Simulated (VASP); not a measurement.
These are PBE GGA, VASP's PBE PAW potentials (set 64) (plane waves; VASP) values and carry that method's errors.

A VASP calculation is set up with these files.

**INCAR**
```
ALGO = Normal
EDIFF = 1E-7
ENCUT = 520
GGA = PE
ISIF = 2
ISMEAR = -5
LASPH = T
LCHARG = T
LORBIT = 11
LREAL = F
LWAVE = F
NEDOS = 601
NELM = 100
PREC = Accurate
SYSTEM = K
```

### POSCAR
```
K
1
   -2.6400000000     2.6400000000     2.6400000000
    2.6400000000    -2.6400000000     2.6400000000
    2.6400000000     2.6400000000    -2.6400000000
K
1
Direct
  0.0000000000   0.0000000000   0.0000000000
```

### KPOINTS
```
K-points
0
gamma
 11 11 11
0 0 0
```

POTCAR, in this order: K_sv (PBE.64 set). Program: vasp_std.

What will the output report for the number of irreducible k-points (NKPTS), largest plane-wave count, number of space-group operations, FFT grid (NGX, NGY, NGZ)?

```json
{
 "number of irreducible k-points (NKPTS)": "56",
 "largest_plane_wave_count": "2002",
 "number_of_space_group_operations": "48",
 "FFT grid (NGX, NGY, NGZ)": "36 × 36 × 36"
}
```

The compound is K in the bcc structure. The cell was not relaxed at this level.
